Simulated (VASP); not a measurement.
# GaAs: structure and properties in VASP

What structure and properties does LDA give GaAs, and how near are they to the measured ones? The steps: full relaxation (LDA), second relaxation, density, ELF and potential (LDA), bands along the symmetry lines (LDA), total and projected DOS (LDA), vibrations at Γ (LDA), independent-particle dielectric function (LDA), bands along the symmetry lines (LDA + SOC), band structure (HSE06) and bands along the symmetry lines (TB-mBJ). The start is a cell from a database of measured crystal structures.

Program: VASP 6.6.1. Level of theory: LDA; plane waves and PAW (Ga_d, As), in the first sound run; inputs show where later runs differ. Results are calculated unless marked as measured.

**Measured values to reproduce.**

“Investigation of Radiation Effect on Structural and Optical Properties of GaAs under High-Energy Electron Irradiation” (2022, pmc:9457441) reports for GaAs, zincblende, by high-resolution XRD, reciprocal space mapping (commercial semi-insulating (001) wafer, relaxed): lattice constant a (cubic a from (004) reciprocal space maps; peak position was aligned …) 5.653 Å [Peak position aligned to 66.049 deg for all samples, so the value is effectively fixed by …].

“Evidence of valence band perturbations in GaAsN/GaAs(001): A combined variable-angle spectroscopic ellipsometry and modulated photoreflectance investigation” (2008, arxiv:0805.2212) reports for GaAs, zincblende, by variable-angle spectroscopic ellipsometry, parametric critical-point fit (semi-insulating GaAs(001) reference substrate with native oxide, 300 K): band gap (direct gap E0 at Gamma from ellipsometry) 1.412 ± 0.01 eV.

This is a report of a sequence of runs, with most program output left out.

### 1. Starting point

Before any relaxation, the start is as follows. Symmetry: F-43m, No. 216, cubic system. The conventional cell has a = 5.654 Å, b = 5.654 Å, c = 5.654 Å, α = 90.00°, β = 90.00°, γ = 90.00°. Nearest to Ga lie 4 As at 2.45 Å. Nearest to As lie 4 Ga at 2.45 Å. Farther neighbours are not listed.

### 2. Full relaxation (LDA)

The start need not lie at this functional's minimum. ISIF = 3 frees volume, shape and positions, and EDIFFG sets the threshold on forces and stress at which the search stops. LDA, the lowest rung, knows the local density alone.

Contents of INCAR:

```
SYSTEM = GaAs
PREC = Accurate
ENCUT = 400
EDIFF = 1E-06
NELM = 100
ISMEAR = 0
SIGMA = 0.05
LREAL = .FALSE.
ALGO = Normal
GGA = CA
NBANDS = 15
LORBIT = 11
LWAVE = .FALSE.
LCHARG = .FALSE.
KPAR = 2
IBRION = 2
NSW = 60
ISIF = 3
EDIFFG = -0.01
```

Contents of POSCAR:

```
GaAs
1.0
    0.0000000000      2.8268500000      2.8268500000
    2.8268500000      0.0000000000      2.8268500000
    2.8268500000      2.8268500000      0.0000000000
Ga As
1 1
Direct
    0.0000000000      0.0000000000      0.0000000000
    0.2500000000      0.2500000000      0.2500000000
```

Contents of KPOINTS:

```
Automatic mesh
0
Gamma
7 7 7
0 0 0
```

The projector-augmented-wave data sets are Ga_d and As (LDA family, release 64).

Command:

```bash
> mpirun -np 2 vasp_std
```

It took 7.6 s on 2 MPI ranks of Intel Xeon Platinum 8488C (Sapphire Rapids), shared host; peak memory 0.27 GiB.

The gap is read on the k-mesh alone, so it is an upper bound where the band edges lie off the mesh. The run keeps the 24 symmetry operations of its start, so it cannot find a distortion of lower symmetry.

Relaxation path:

```csv
step,energy less that of the first step (eV),largest force (eV/Å),pressure (GPa),volume (Å³)
1,0.0000,0.0000,-1.84,45.18
2,-0.0052,0.0000,0.92,43.51
3,-0.0067,0.0000,0.00,44.04
```

```csv
"conventional cell, symmetrised",before,after,change
a (Å),5.654,5.606,-0.8 %
b (Å),5.654,5.606,-0.8 %
c (Å),5.654,5.606,-0.8 %
volume (Å³/atom),22.59,22.02,-2.5 %
```

The relaxed structure:

```cif
data_structure
_symmetry_space_group_name_H-M 'P 1'
_symmetry_Int_Tables_number 1
_cell_length_a 3.9638
_cell_length_b 3.9638
_cell_length_c 3.9638
_cell_angle_alpha 60.000
_cell_angle_beta 60.000
_cell_angle_gamma 60.000
_cell_volume 44.04
loop_
_atom_site_label
_atom_site_type_symbol
_atom_site_fract_x
_atom_site_fract_y
_atom_site_fract_z
_atom_site_occupancy
Ga1 Ga 0.00000 0.00000 0.00000 1
As2 As 0.25000 0.25000 0.25000 1
```

This step gave:

```yaml
electrons: 18
bands: 15
irreducible_k_points: 20
symmetry_operations: 24
free_energy_toten: -9.631 eV
fermi_energy: 4.283 eV
pressure: -0.004170 GPa
metallic: no
valence_top_at_k: 0, 0, 0
conduction_bottom_at_k: 0, 0, 0
least_direct_gap_at_k: 0, 0, 0
scf_cycles_over_all_ionic_steps: 26
gap_on_the_k_mesh: 0.5236 eV
least_direct_gap_on_the_k_mesh: 0.5236 eV
```

It ends with forces that vanish by symmetry and a pressure of 0.00 GPa. The volume lies -2.5 % from that of the database's start, which holds the thermal and zero-point expansion of its experiment.

### 3. Second relaxation

A relaxation keeps the plane waves of the cell it began with, so it is repeated from the new cell, on a basis made for it.

INCAR is that of step 2.

Contents of POSCAR:

```
GaAs
1.0
    0.0000000000      2.8028244386      2.8028244386
    2.8028244386      0.0000000000      2.8028244386
    2.8028244386      2.8028244386      0.0000000000
Ga As
1 1
Direct
    0.0000000000      0.0000000000      0.0000000000
    0.2500000000      0.2500000000      0.2500000000
```

KPOINTS is that of step 2.

Command:

```bash
> mpirun -np 2 vasp_std
```

Elapsed: 4 s, on 2 MPI ranks; peak memory 0.25 GiB; 7 s of CPU time.

Little changed from the start: no atom moved by 0.005 Å and no cell edge by 0.1 %.

This step gave:

| Item | Value |
| --- | --- |
| free energy (TOTEN) | -9.630 eV |
| pressure | -0.01815 GPa |
| SCF cycles over all ionic steps | 12 |
| gap on the k-mesh | 0.5235 eV |
| least direct gap on the k-mesh | 0.5235 eV |

It ends with forces that vanish by symmetry and a pressure of -0.02 GPa. The volume moved by under 0.01 %: the run met its threshold at the first step.

### 4. Density, ELF and potential (LDA)

The relaxed cell gets a fresh self-consistent run, on a basis set for its own volume, to fix the density and to check the remaining stress.

Edit INCAR of step 3 so:

```diff
@@ -13,7 +13,5 @@
 LWAVE = .FALSE.
-LCHARG = .FALSE.
-KPAR = 2
-IBRION = 2
-NSW = 60
-ISIF = 3
-EDIFFG = -0.01
+LCHARG = .TRUE.
+ISIF = 2
+LELF = .TRUE.
+LVHAR = .TRUE.
```

POSCAR is that of step 3.

KPOINTS is that of step 3.

Command:

```bash
> mpirun -np 2 vasp_std
```

The job ended after 4.2 s (2 MPI ranks; peak memory 0.23 GiB).

This step gave:

- SCF cycles: 12
- bands: 16
- Fermi energy: 4.269 eV
- pressure: -0.01558 GPa

Valence electrons inside each PAW sphere by angular momentum. Sphere charges, by row:

```csv
atom,s (e),p (e),d (e),tot (e)
Ga1,0.893,0.833,9.998,11.72
As2,1.214,1.615,0.033,2.862
```

Valence density in the ac plane of a cell with a along [110], b along [-110] and c along [001] of the cube at fractional y = 0.000, with atoms of Ga and As within 0.2 Å of it. It is the smooth field of the valence electrons, not physical close to the nuclei.

Values in units of 1e0 e/Å³, 8 rows by 16 columns, each cell a mean:
```
6.9 1.6 0.4 0.4 0.4 0.4 0.8 5.2 6.9 1.6 0.4 0.4 0.4 0.4 0.8 5.2
0.3 0.3 0.6 0.3 0.2 0.6 0.4 0.3 0.3 0.3 0.6 0.3 0.2 0.6 0.4 0.3
0.1 0.2 0.4 0.4 0.3 0.5 0.2 0.1 0.1 0.2 0.4 0.4 0.3 0.5 0.2 0.1
0.0 0.1 0.1 0.3 0.3 0.2 0.1 0.0 0.0 0.1 0.1 0.3 0.3 0.2 0.1 0.0
0.0 0.0 0.0 0.1 0.1 0.0 0.0 0.0 0.0 0.0 0.0 0.1 0.1 0.0 0.0 0.0
0.1 0.1 0.0 0.0 0.0 0.0 0.0 0.1 0.1 0.1 0.0 0.0 0.0 0.0 0.0 0.1
0.7 0.2 0.1 0.0 0.0 0.1 0.2 0.5 0.7 0.2 0.1 0.0 0.0 0.1 0.2 0.5
9.8 2.2 0.2 0.1 0.1 0.2 0.9 7.4 9.8 2.2 0.2 0.1 0.1 0.2 0.9 7.4
```
Columns run along a (7.9 Å), rows up along c (5.6 Å), edges of the conventional cell, whose origin can differ from the input's. Atoms in or near the plane, at fractional coordinates: Ga at (0.50, 0.00), Ga at (0.00, 0.00), As at (0.75, 0.75), As at (0.25, 0.75).

ELF in the ac plane of a cell with a along [110], b along [-110] and c along [001] of the cube at fractional y = 0.000, with atoms of Ga and As within 0.2 Å of it. It is the smooth field of the valence electrons, not physical close to the nuclei.

Ten even steps from '0' (0.02) to '9' (0.86), each cell a mean:
```
0146888753001468887530
2369999974223699999742
3489978996334899789963
3589756996335897569963
1378877885213788778852
0147898863001478988630
0025787631000257876310
0002354310000023543100
0000111000000001110000
0000000000000000000000
1100000001111000000011
3220000012332200000123
3321000123333210001233
1232211222112322112221
1134444432011344444320
```
Columns run along a (7.9 Å), rows up along c (5.6 Å), edges of the conventional cell, whose origin can differ from the input's. Atoms in or near the plane, at fractional coordinates: Ga at (0.50, 0.00), Ga at (0.00, 0.00), As at (0.75, 0.75), As at (0.25, 0.75).

Electrostatic potential energy in the ac plane of a cell with a along [110], b along [-110] and c along [001] of the cube at fractional y = 0.000, with atoms of Ga and As within 0.2 Å of it. With pseudopotentials it is smooth inside the atoms' cores, unlike the true potential.

Ten even steps from '0' (-49 eV) to '9' (4 eV), each cell a mean:
```
0168888873001688888730
3578534786335785347863
7885110378878851103788
9984052179999840521799
9985010289999850102899
9998533799999985337999
9999888999999998889999
9999999999999999999999
9999999999999999999999
9999999999999999999999
9999999999999999999999
9999999999999999999999
5789999998657899999986
1379999985113799999851
0158999972001589999720
```
Columns run along a (7.9 Å; values clipped at the 3rd and 97th percentile), rows up along c (5.6 Å), edges of the conventional cell, whose origin can differ from the input's. Atoms in or near the plane, at fractional coordinates: Ga at (0.50, 0.00), Ga at (0.00, 0.00), As at (0.75, 0.75), As at (0.25, 0.75).

In this run the pressure is -0.02 GPa, small enough to go on.

### 5. Bands along the symmetry lines (LDA)

Levels along the symmetry lines show where the bands peak and cross; KPOINTS_OPT computes them in the converged potential.

Contents of INCAR:

```
SYSTEM = GaAs
PREC = Accurate
ENCUT = 400
EDIFF = 1E-06
NELM = 100
ISMEAR = 0
SIGMA = 0.05
LREAL = .FALSE.
ALGO = Normal
GGA = CA
NBANDS = 21
LORBIT = 11
LWAVE = .FALSE.
LCHARG = .FALSE.
KPAR = 2
```

POSCAR is that of step 4.

KPOINTS is that of step 4.

Contents of KPOINTS_OPT:

```
Line mode
16
Line-mode
Reciprocal
  0.00000000   0.00000000   0.00000000 GAMMA
  0.50000000   0.00000000   0.50000000 X

  0.50000000   0.00000000   0.50000000 X
  0.50000000   0.25000000   0.75000000 W

  0.50000000   0.25000000   0.75000000 W
  0.37500000   0.37500000   0.75000000 K

  0.37500000   0.37500000   0.75000000 K
  0.00000000   0.00000000   0.00000000 GAMMA

  0.00000000   0.00000000   0.00000000 GAMMA
  0.50000000   0.50000000   0.50000000 L

  0.50000000   0.50000000   0.50000000 L
  0.62500000   0.25000000   0.62500000 U

  0.62500000   0.25000000   0.62500000 U
  0.50000000   0.25000000   0.75000000 W

  0.50000000   0.25000000   0.75000000 W
  0.50000000   0.50000000   0.50000000 L

  0.50000000   0.50000000   0.50000000 L
  0.37500000   0.37500000   0.75000000 K

  0.62500000   0.25000000   0.62500000 U
  0.50000000   0.00000000   0.50000000 X
```

Command:

```bash
> mpirun -np 2 vasp_std
```

It took 22 s on 2 MPI ranks; peak memory 0.3 GiB.

Spin-orbit coupling is off here; it would split degenerate levels, and it lifts a valence top of As p states by about 0.1 eV.

Numbers from this step:

| Quantity | Value |
| --- | --- |
| bands | 21 |
| Fermi energy | 4.282 eV |
| pressure | -0.01662 GPa |
| least gap on mesh and path | 0.5234 eV |
| least direct gap on mesh and path | 0.5235 eV |

Electronic bands along the path, in eV, zero at the valence-band top; v1 is the highest filled band, c1 the lowest empty one:

```csv
point,v3,v2,v1,c1,c2,c3,c4
Γ,0.00,0.00,0.00,0.52,3.68,3.68,3.68
0.53 of the way,-4.44,-1.89,-1.89,1.75,3.11,6.91,6.91
X,-7.00,-2.78,-2.78,1.29,1.53,10.24,10.24
0.53 of the way,-6.90,-3.32,-3.22,2.57,2.82,7.96,8.17
W,-6.80,-3.69,-3.50,4.64,4.66,5.38,5.94
0.53 of the way,-6.80,-3.93,-2.85,2.74,4.67,6.74,7.10
K,-6.80,-4.03,-2.35,1.83,4.60,7.96,8.10
0.53 of the way,-4.39,-2.34,-0.61,2.63,4.54,4.63,5.60
Γ,0.00,0.00,0.00,0.52,3.68,3.68,3.68
0.47 of the way,-3.96,-0.65,-0.65,1.45,4.52,4.52,5.67
L,-6.84,-1.19,-1.19,0.93,4.59,4.59,7.59
0.47 of the way,-6.70,-2.99,-1.64,2.30,4.52,5.69,7.70
U,-6.80,-4.03,-2.35,1.83,4.60,7.96,8.10
0.47 of the way,-6.80,-3.93,-2.85,2.74,4.67,6.74,7.10
W,-6.80,-3.69,-3.50,4.64,4.66,5.38,5.94
0.53 of the way,-6.67,-3.23,-1.92,2.88,4.06,6.21,7.73
L,-6.84,-1.19,-1.19,0.93,4.59,4.59,7.59
0.47 of the way,-6.70,-2.99,-1.64,2.30,4.52,5.69,7.70
K,-6.80,-4.03,-2.35,1.83,4.60,7.96,8.10
jump to U,-6.80,-4.03,-2.35,1.83,4.60,7.96,8.10
0.47 of the way,-6.94,-3.40,-2.66,1.52,2.59,9.16,9.39
X,-7.00,-2.78,-2.78,1.29,1.53,10.24,10.24
```

Of the projections kept (Ga, As), the largest for each band there; the rest of the weight can lie on other orbitals:

```csv
point,v3,v2,v1,c1,c2,c3,c4
Γ,As 0.74,As 0.74,As 0.74,Ga 0.53,Ga 0.79,Ga 0.79,Ga 0.79
X,Ga 0.74,As 0.61,As 0.61,Ga 0.65,Ga 0.63,Ga 0.57,Ga 0.57
W,Ga 0.76,As 0.63,As 0.56,As 0.73,As 0.57,Ga 0.73,Ga 0.75
K,Ga 0.74,As 0.59,As 0.61,Ga 0.63,As 0.54,Ga 0.59,Ga 0.56
Γ,As 0.74,As 0.74,As 0.74,Ga 0.53,Ga 0.79,Ga 0.79,Ga 0.79
L,Ga 0.62,As 0.65,As 0.65,Ga 0.62,Ga 0.67,Ga 0.67,As 0.54
```

The path finds the gap of the mesh within 0.02 eV, so the mesh comes close to both band edges.

### 6. Total and projected DOS (LDA)

Here the states are counted by energy and projected on the atoms. The mesh is finer than in the run before.

Edit INCAR of step 5 so:

```diff
@@ -5,3 +5,3 @@
 NELM = 100
-ISMEAR = 0
+ISMEAR = -5
 SIGMA = 0.05
@@ -15 +15,2 @@
 KPAR = 2
+NEDOS = 2001
```

POSCAR is that of step 5.

Contents of KPOINTS:

```
Automatic mesh
0
Gamma
10 10 10
0 0 0
```

Command:

```bash
> mpirun -np 2 vasp_std
```

Wall time 9.2 s (2 MPI ranks); peak memory 0.28 GiB; 18 s of CPU time.

This step gave:

- irreducible k-points: 47
- free energy (TOTEN): -9.640 eV
- Fermi energy: 4.051 eV
- pressure: 0.009725 GPa
- gap on the k-mesh: 0.5254 eV
- least direct gap on the k-mesh: 0.5254 eV

The density of states has structure finer than the step of the table below, so its rows give means over 0.5 eV, whole bins alone (the curve runs from -12.0 to 8.50 eV). Peaks (eV: height): total -10.40: 2.01, -6.64: 3.04, 2.34: 1.97, 4.35: 1.97; As p -6.64: 0.469, -3.74: 0.395, -2.69: 0.501, 7.88: 0.334; Ga p 4.38: 0.383, 5.95: 0.332, 7.67: 0.302, 7.88: 0.316; Ga s -6.64: 1.15, 2.34: 0.320; As s -10.40: 1.15.

States under -12.0 eV and over 8.5 eV are left out. The density of states by energy, zero at the valence-band top; means over each step; values in states/eV/cell:

```csv
energy (eV),total,As p,Ga p,Ga s,As s
-11.5,0.719,0.00508,0.0173,0.0839,0.336
-11.0,1.27,0.00673,0.0422,0.105,0.640
-10.5,1.26,0.00358,0.0583,0.0446,0.700
-10.0,3.7e-4,0,1.9e-5,3.6e-6,2.1e-4
-9.5,0,0,0,0,0
-9.0,0,0,0,0,0
-8.5,0,0,0,0,0
-8.0,0,0,0,0,0
-7.5,0,0,0,0,0
-7.0,0.285,0.0429,0.00199,0.127,0.00443
-6.5,1.77,0.273,0.0543,0.660,0.0742
-6.0,0.647,0.102,0.0281,0.207,0.0515
-5.5,0.402,0.0655,0.0204,0.116,0.0414
-5.0,0.268,0.0455,0.0152,0.0710,0.0320
-4.5,0.202,0.0356,0.0122,0.0501,0.0262
-4.0,0.646,0.155,0.0909,0.0396,0.0216
-3.5,1.13,0.291,0.175,0.0473,0.0229
-3.0,1.24,0.344,0.207,0.0419,0.0200
-2.5,1.52,0.459,0.268,0.0325,0.0156
-2.0,1.41,0.457,0.249,0.0253,0.0126
-1.5,1.32,0.465,0.230,0.0140,0.00707
-1.0,0.774,0.293,0.127,0.00535,0.00280
-0.5,0.315,0.129,0.0451,0.00185,0.00102
0.0,0.0421,0.0184,0.00524,4.9e-5,2.3e-5
0.5,1.4e-4,0,0,3.7e-5,3.4e-5
1.0,0.0181,0.00183,0.00120,0.00481,0.00283
1.5,0.343,0.0277,0.0336,0.0566,0.0321
2.0,1.13,0.124,0.110,0.181,0.0839
2.5,1.78,0.234,0.170,0.284,0.108
3.0,0.919,0.131,0.0872,0.127,0.0457
3.5,0.826,0.0987,0.140,0.0697,0.0408
4.0,1.15,0.139,0.224,0.0683,0.0362
4.5,1.73,0.206,0.333,0.0680,0.0361
5.0,1.10,0.150,0.230,0.0348,0.0129
5.5,1.42,0.194,0.288,0.0315,0.0169
6.0,1.28,0.188,0.260,0.0320,0.0220
6.5,0.922,0.137,0.195,0.0194,0.0214
7.0,0.972,0.145,0.214,0.0175,0.0220
7.5,1.21,0.183,0.273,0.0190,0.0231
8.0,1.01,0.136,0.171,0.0223,0.0153
```

The gap on this mesh is 0.53 eV. In the top eV of the valence band the largest shares in the PAW spheres are As p 40 % and Ga p 15 %; in the lowest eV of the conduction band, Ga s 19 %, As s 11 % and Ga p 9 %. The rest lies in smaller channels or between the spheres.

### 7. Vibrations at Γ (LDA)

Zone-centre modes test whether the atoms sit at a minimum within this cell. IBRION = 8 takes the force constants from linear response, which needs tightly converged orbitals.

Contents of INCAR:

```
SYSTEM = GaAs
PREC = Accurate
ENCUT = 400
EDIFF = 1E-08
NELM = 100
ISMEAR = 0
SIGMA = 0.05
LREAL = .FALSE.
ALGO = Normal
GGA = CA
NBANDS = 15
LORBIT = 11
LWAVE = .FALSE.
LCHARG = .FALSE.
KPAR = 2
IBRION = 8
LEPSILON = .TRUE.
ISIF = 2
```

POSCAR is that of step 6.

Contents of KPOINTS:

```
Automatic mesh
0
Gamma
7 7 7
0 0 0
```

Command:

```bash
> mpirun -np 2 vasp_std
```

Wall time 92 s (2 MPI ranks); peak memory 0.41 GiB; 3 min of CPU time.

Energies printed during the response cycles are not total energies of the cell. With a direct gap this small, the dielectric response converges slowly with the mesh, so tensor and charges are uncertain; a mesh that holds the point of the least gap tends to give too large a tensor.

This step gave:

| Item | Value |
| --- | --- |
| bands | 15 |
| irreducible k-points | 20 |
| pressure of the cell | -0.01549 GPa |
| largest force of the cell | 0 eV/Å |
| Fermi energy | 4.284 eV |
| gap on the k-mesh | 0.5235 eV |
| least direct gap on the k-mesh | 0.5235 eV |

Electronic dielectric tensor with local fields:

```
37.72  0.00  0.00
 0.00 37.72  0.00
 0.00  0.00 37.72
```

Born effective charge (e), principal values of the symmetric part by kind of site:

```csv
atom,atoms with these values,low,middle,high,mean
Ga1,1,2.33,2.33,2.33,2.33
As2,1,-2.33,-2.33,-2.33,-2.33
```

In full for Ga1:

```
2.33 0.00 0.00
0.00 2.33 0.00
0.00 0.00 2.33
```

Transverse limit, no LO-TO splitting. The modes at Γ (shares of kinetic energy by element, %):

```csv
mode,frequency (cm⁻¹),symmetry,Ga %,As %
1,-0.1,acoustic,48,52
2,-0.1,acoustic,48,52
3,-0.1,acoustic,48,52
4,270.3,T2,52,48
5,270.3,T2,52,48
6,270.3,T2,52,48
```

Displacements in mode 4 (270.3 cm⁻¹), the largest set to 1:
```
Ga1  0.00  0.00 -1.00
As2  0.00  0.00  0.93
```

The three acoustic modes lie within 0.1 cm⁻¹ of zero, and all others are real. By the characters of their eigenvectors the optical modes sort into (cm⁻¹) Raman active: T2 270; infrared active: T2 270.

### 8. Independent-particle dielectric function (LDA)

LOPTICS sums transitions from filled to empty bands. The mesh is finer than in the run before. NBANDS is raised for it.

Contents of INCAR:

```
SYSTEM = GaAs
PREC = Accurate
ENCUT = 400
EDIFF = 1E-06
NELM = 100
ISMEAR = 0
SIGMA = 0.05
LREAL = .FALSE.
ALGO = Normal
GGA = CA
NBANDS = 25
LORBIT = 11
LWAVE = .FALSE.
LCHARG = .FALSE.
KPAR = 2
LOPTICS = .TRUE.
NEDOS = 1500
CSHIFT = 0.1
```

POSCAR is that of step 7.

Contents of KPOINTS:

```
Automatic mesh
0
Gamma
10 10 10
0 0 0
```

Command:

```bash
> mpirun -np 2 vasp_std
```

Elapsed: 12 s, on 2 MPI ranks; peak memory 0.36 GiB; 23 s of CPU time.

With so small a gap the low-energy part of the spectrum hangs on the few k-points near the gap and is not converged. These are independent-particle spectra without excitons or local fields, and fine structure depends on the mesh and on CSHIFT.

Numbers from this step:

| Property | Result |
| --- | --- |
| bands | 25 |
| irreducible k-points | 47 |
| Fermi energy | 4.272 eV |
| pressure | 0.008227 GPa |
| gap on the k-mesh | 0.5254 eV |
| least direct gap on the k-mesh | 0.5254 eV |

The imaginary dielectric function, xx has structure finer than the step of the table below, so its rows give means over 1 eV, whole bins alone (the curve runs from 0 to 25.0 eV). Peaks (eV: height): 0.5: 17.3, 2.1: 24.6, 4.2: 40.9, 5.2: 21.1.

Imaginary dielectric function, xx against photon energy; means over each step:

```csv
photon energy (eV),"imaginary dielectric function, xx"
1,4.06
2,11.4
3,11.9
4,22.0
5,13.4
6,7.07
7,4.37
8,2.67
9,1.80
10,1.43
11,0.930
12,0.572
13,0.470
14,0.386
15,0.283
16,0.236
17,0.275
18,0.205
19,0.217
20,0.216
21,0.185
22,0.142
23,0.133
24,0.115
```

The real dielectric function, xx by photon energy:

```csv
photon energy (eV),"real dielectric function, xx"
0,21.9
1,14.1
2,25.8
3,12.3
4,17.7
5,2.06
6,-7.66
7,-4.55
8,-3.49
9,-3.01
10,-2.21
11,-1.46
12,-0.919
13,-0.756
14,-0.471
15,-0.232
16,-0.0269
17,0.0434
18,0.172
19,0.299
20,0.299
21,0.335
22,0.394
23,0.433
24,0.513
```

The mean of ε2 over directions passes 5 % of its top at 0.31 eV, against a least direct gap of 0.53 eV on this mesh; what lies under the gap is the tail of the broadening by CSHIFT.

[end of part 1 of 2]

[Lines on the potential files, build, host, timing and source positions are cut from VASP's logs without a mark.]

[Logs are printed without paths, hosts, clocks, repeated set-up lines and the standing remarks that a program may print on its own settings, such as how far it seeks lower states.]

[Hosts, paths, dates, database ids (printed as entryN), source tags and the programs' standing remarks are cut or masked in the printed files.]

[A measured line is paired with the nearest computed mode of its activity, which favours agreement.]
